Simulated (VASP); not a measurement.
Input of a VASP 6.6.1 run:

INCAR

```
SYSTEM = In3GaSb2N2
PREC     = Normal         ! precision mode
ENCUT    = 520            ! plane-wave cutoff, eV
EDIFF    = 1E-4           ! SCF threshold, eV
ISMEAR   = 0              ! smearing method
SIGMA    = 0.15           ! smearing width, eV
LREAL    = .False.        ! projectors in reciprocal space
LASPH    = .True.         ! aspherical terms in the spheres
NELM     = 60             ! most SCF steps
ALGO     = Fast           ! electronic algorithm
ISIF     = 3              ! what is computed and relaxed
LWAVE    = .False.        ! write WAVECAR
LCHARG   = .False.        ! write CHGCAR
GGA      = PE             ! functional
IBRION   = 2              ! ionic algorithm
NSW      = 24             ! ionic steps
EDIFFG   = -0.08          ! ionic threshold
```

Contents of KPOINTS:

```
Automatic mesh
0
Gamma
  3 3 3
  0 0 0
```

POSCAR

```
In3GaSb2N2
1.0
    6.6594677000      0.0000000000      0.0000000000
   -3.3297338500      5.7672682100      0.0000000000
    0.0000000000      0.0000000000      4.9642363900
In Ga Sb N
3 1 2 2
Direct
    0.5000000000      0.0000000000      0.5000000000
    0.0000000000      0.5000000000      0.5000000000
    0.5000000000      0.5000000000      0.5000000000
    0.0000000000      0.0000000000      0.0000000000
    0.3333333300      0.6666666700      0.5000000000
    0.6666666700      0.3333333300      0.5000000000
    0.3333333300      0.6666666700      0.0000000000
    0.6666666700      0.3333333300      0.0000000000
```

Potentials or basis: VASP PAW PBE potentials, release 64 (In_d, Ga_d, Sb, N).

Run with:

```console
$ cat potpaw_PBE.64/In_d/POTCAR potpaw_PBE.64/Ga_d/POTCAR potpaw_PBE.64/Sb/POTCAR potpaw_PBE.64/N/POTCAR > POTCAR
$ mpirun -np 1 vasp_std > vasp.out
```

Q: Estimate the space group after relaxing (to 0.05 Å).

A: P6/mmm (No. 191).

Q: Estimate the relaxed volume.

A: 39.14 Å³/atom.

Q: Predict the band gap on the k mesh.

A: None (metal or under the smearing width).

Final structure:
```yaml
crystal:
  lattice:
    - [9.38005, 0.00000, 0.00000]
    - [-4.69003, 8.12336, 0.00000]
    - [0.00000, 0.00000, 4.10934]
  atoms:
    - { symbol: In, position: [0.50000, 0.00000, 0.50000] }
    - { symbol: In, position: [0.00000, 0.50000, 0.50000] }
    - { symbol: In, position: [0.50000, 0.50000, 0.50000] }
    - { symbol: Ga, position: [0.00000, 0.00000, 0.00000] }
    - { symbol: Sb, position: [0.33333, 0.66667, 0.50000] }
    - { symbol: Sb, position: [0.66667, 0.33333, 0.50000] }
    - { symbol: N, position: [0.33333, 0.66667, 0.00000] }
    - { symbol: N, position: [0.66667, 0.33333, 0.00000] }
```

Caveat: the k mesh is coarse (spacing up to 0.42 Å⁻¹), so the values aren't converged; the volume moved by over 15 % at a fixed basis, so the end points are rough. The run has no spin-orbit coupling, so splittings on Sb are missing.
